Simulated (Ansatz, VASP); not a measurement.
# Cross-check of MoS2 between VASP and Ansatz, part 2 of 2

Wanted: the spread between two codes on one cell, functional and k mesh.

VASP 6.6.1 and Ansatz 0.2.0.

So far: The starting structure; Ansatz: band structure, PBE; VASP: band structure, PBE.

The database entry behind the starting cell differs from later determinations by our own check (about 0.3 % long), so it need not match the best structure at ambient conditions.

**3. VASP: band structure, PBE (continued)**

Level of this step: PBE, no spin polarisation; plane waves and PAW (Mo_sv_GW, S_GW) (VASP).

Numbers of over 12 decimals in the logs are rounded to 6 here.

OUTCAR, selected parts (step 3):

```text
ion  position               nearest neighbor table
   1  0.333  0.667  0.250-   4 2.41   6 2.41   4 2.41   6 2.41   4 2.41   6 2.41
   2  0.667  0.333  0.750-   3 2.41   5 2.41   3 2.41   5 2.41   3 2.41   5 2.41
   3  0.333  0.667  0.623-   2 2.41   2 2.41   2 2.41
   4  0.667  0.333  0.123-   1 2.41   1 2.41   1 2.41
   5  0.333  0.667  0.877-   2 2.41   2 2.41   2 2.41
   6  0.667  0.333  0.377-   1 2.41   1 2.41   1 2.41

  LATTYP: Found a hexagonal cell.
 ALAT       =     3.1690000000
 C/A-ratio  =     3.8889239508

 Subroutine GETGRP returns: Found 24 space group operations
 (whereof 12 operations were pure point group operations)

The static configuration has the point symmetry D_3d.
 The point group associated with its full space group is D_6h.

 Found     14 irreducible k-points:

   k-points           NKPTS =     14   k-points in BZ     NKDIM =     14   number of bands    NBANDS=     32

   dimension x,y,z NGX =    20 NGY =   20 NGZ =   80
   dimension x,y,z NGXF=    40 NGYF=   40 NGZF=  160

   ENCUT  =  370.0 eV  27.19 Ry    5.21 a.u.   4.97  4.97 19.33*2*pi/ulx,y,z

   NELECT =      52.0000    total number of electrons

 k-points in reciprocal lattice and weights: Automatic mesh
   0.00000000  0.00000000  0.00000000       0.014
   0.16666667 -0.00000000  0.00000000       0.083
   0.33333333 -0.00000000  0.00000000       0.083
   0.50000000 -0.00000000  0.00000000       0.042
   0.16666667  0.16666667  0.00000000       0.083
   0.33333333  0.16666667  0.00000000       0.167
   0.33333333  0.33333333  0.00000000       0.028
   0.00000000  0.00000000  0.50000000       0.014
   0.16666667 -0.00000000  0.50000000       0.083
[...]
0.33333333  0.16666667  0.50000000       0.167
   0.33333333  0.33333333  0.50000000       0.028

 average (electrostatic) potential at core
       1 -99.9678       2 -99.9678       3 -87.7900       4 -87.7900       5 -87.7900
       6 -87.7900

 E-fermi :   7.5311

 k-point     1 :       0.0000    0.0000    0.0000
  band No.  band energies     occupation
    ...
     22       5.3314      2.00000
     23       5.3314      2.00000
     24       6.2794      2.00000
     25       6.3184      2.00000
     26       7.4669      2.00000
     27       9.5577      0.00000
     28       9.5644      0.00000
     29       9.5847      0.00000
     30       9.5874      0.00000
     31       9.7318      0.00000
    ...

 k-point     2 :       0.1667   -0.0000    0.0000
  band No.  band energies     occupation
    ...
     22       4.7821      2.00000
     23       5.4056      2.00000
     24       6.2787      2.00000
     25       6.3000      2.00000
     26       6.6945      2.00000
     27       8.9511      0.00000
     28       9.3144      0.00000
     29       9.3230      0.00000
     30       9.5195      0.00000
     31       9.5353      0.00000
    ...

 k-point     3 :       0.3333   -0.0000    0.0000
  band No.  band energies     occupation
    ...
     22       5.3889      2.00000
     23       5.4231      2.00000
     24       5.5065      2.00000
     25       5.6672      2.00000
     26       5.9236      2.00000
     27       8.8543      0.00000
     28       8.9523      0.00000
     29       9.1079      0.00000
     30       9.5660      0.00000
     31       9.9165      0.00000
    ...

  Total        1.2049336      1.2049336      1.5368826      0.0000000      0.0000000      0.0000000
  in kB       18.0113764     18.0113764     22.9733572      0.0000000      0.0000000      0.0000000
  external PRESSURE =      19.6653700 kB  Pullay stress =       0.0000000 kB

  energy-cutoff  :      370.00
  volume of cell :      107.18
      direct lattice vectors                 reciprocal lattice vectors
     3.169000000  0.000000000  0.000000000     0.315556958  0.182186895  0.000000000
    -1.584500000  2.744434505  0.000000000     0.000000000  0.364373789  0.000000000
     0.000000000  0.000000000 12.324000000     0.000000000  0.000000000  0.081142486

 POSITION                                       TOTAL-FORCE (eV/Angst)
 -----------------------------------------------------------------------------------
     -0.00000      1.82962      3.08100         0.000000      0.000000      0.000000
      1.58450      0.91481      9.24300        -0.000000     -0.000000      0.000000
     -0.00000      1.82962      7.67785        -0.000000      0.000000      0.032641
      1.58450      0.91481      1.51585         0.000000     -0.000000      0.032641
     -0.00000      1.82962     10.80815        -0.000000      0.000000     -0.032641
      1.58450      0.91481      4.64615         0.000000     -0.000000     -0.032641
 -----------------------------------------------------------------------------------
    total drift:                               -0.000000      0.000000     -0.000000

  FREE ENERGIE OF THE ION-ELECTRON SYSTEM (eV)
  ---------------------------------------------------
  free  energy   TOTEN  =       -45.1010473575 eV

  energy  without entropy=      -45.1010473575  energy(sigma->0) =      -45.10104736

 total charge
# of ion       s       p       d       f       tot
--------------------------------------------------
    1        2.108   6.046   3.046   0.029  11.228
    2        2.108   6.046   3.046   0.029  11.228
    3        1.355   2.302   0.071   0.000   3.728
    4        1.355   2.302   0.071   0.000   3.728
    5        1.355   2.302   0.071   0.000   3.728
    6        1.355   2.302   0.071   0.000   3.728
--------------------------------------------------
tot          9.637  21.300   6.373   0.058  37.368

[... 3 further parts left out ...]
```

This run has no spin polarisation, so a moment on Mo, if there is one, isn't seen. LASPH is off, so gradient terms of the non-spherical density inside the spheres are left out; for open d or f shells this can shift gaps and moments.

**4. Comparison**

Known differences besides the potentials themselves: the cutoff is 420 eV in Ansatz and 370 eV in VASP; VASP leaves aspherical gradient terms in its spheres out (LASPH is not set), Ansatz keeps them. Total energies have different zeros and are not compared.

The two programs side by side:

| quantity | Ansatz | VASP | difference |
| --- | --- | --- | --- |
| gap over the path points (eV) | 0.876 | 0.873 | +0.004 |

Levels at points of the path, from each program's valence-band top (eV; 4 filled, then empty):

```
k (reciprocal lattice)                                  Ansatz                                    VASP
     0.000 0.000 0.000   -2.13 -1.19 -1.15 0.00 2.10 2.10 2.13   -2.14 -1.19 -1.15 0.00 2.09 2.10 2.12
     0.136 0.000 0.000  -2.02 -1.15 -1.07 -0.53 1.70 1.87 1.96  -2.03 -1.15 -1.07 -0.54 1.69 1.87 1.97
     0.318 0.000 0.000  -2.03 -1.97 -1.78 -1.54 1.33 1.49 1.66  -2.04 -1.97 -1.78 -1.54 1.33 1.49 1.66
     0.500 0.000 0.000  -1.73 -1.53 -1.40 -1.27 1.60 1.65 2.00  -1.74 -1.54 -1.40 -1.28 1.60 1.64 1.99
     0.470 0.061 0.000  -2.06 -1.85 -1.27 -1.12 1.62 1.65 2.00  -2.06 -1.85 -1.27 -1.12 1.62 1.65 2.00
     0.409 0.182 0.000  -2.79 -2.35 -1.06 -0.88 1.41 1.51 2.31  -2.79 -2.35 -1.06 -0.88 1.40 1.50 2.31
     0.348 0.303 0.000  -2.77 -2.61 -0.79 -0.63 1.07 1.08 1.86  -2.77 -2.61 -0.79 -0.63 1.07 1.08 1.85
     0.303 0.303 0.000  -2.80 -2.50 -0.86 -0.70 1.13 1.19 1.89  -2.80 -2.51 -0.87 -0.71 1.12 1.19 1.88
     0.182 0.182 0.000  -1.82 -1.75 -1.49 -1.47 0.88 1.66 1.77  -1.83 -1.75 -1.50 -1.47 0.87 1.65 1.76
     0.061 0.061 0.000  -1.99 -1.14 -1.01 -0.32 1.90 1.91 2.00  -2.00 -1.14 -1.02 -0.32 1.89 1.91 1.99
```

At this near-relaxed geometry the largest component of a force difference is 29 meV/Å. Among the levels compared at these points, filled levels agree within 6 meV and empty ones within 13 meV. Not compared: the pressure (VASP's GW data sets at this cutoff don't carry it).

**5. Further runs**

Further runs change the set-up of one program: Ansatz's method, potentials or start, or VASP's data sets, cutoff or form of LDA. The table gives Ansatz less VASP for each quantity, since a change that brings one quantity closer may part another.

```
                                        run  r.m.s. force difference (meV/Å)  gap over the path points (eV)
                                   as above                               14                         0.0037
          Ansatz's all-electron LAPW method                               13                         0.0073
    Ansatz's larger PAW set (cutoff 640 eV)                               13                         0.0072
norm-conserving potentials (cutoff 1088 eV)                               14                         0.0060
```

**6. What came out**

```json
{"r.m.s. force difference (band structure, PBE)": "14 meV/Å"}
```

What this shows: The r.m.s. force difference is 14 meV/Å (band structure, PBE), beyond the 12 meV/Å picked in this series as the mark of a large difference. Band structure, PBE, Ansatz's all-electron LAPW method: the difference in gap over the path points goes from 0.0037 to 0.0073 eV. Band structure, PBE, Ansatz's larger PAW set (cutoff 640 eV): the difference in gap over the path points goes from 0.0037 to 0.0072 eV. Band structure, PBE, norm-conserving potentials (cutoff 1088 eV): the difference in gap over the path points goes from 0.0037 to 0.0060 eV. Such differences can come from data sets, numerical settings and the points named under the comparisons, not from the functional's error against experiment.

[Lines on the potential files, build, host, timing and source positions are cut from VASP's logs without a mark.]

[Logs are printed without paths, hosts, clocks, repeated set-up lines and the standing remarks that a program may print on its own settings, such as how far it seeks lower states.]

[Hosts, paths, dates, database ids (printed as entryN), source tags and the programs' standing remarks are cut or masked in the printed files.]
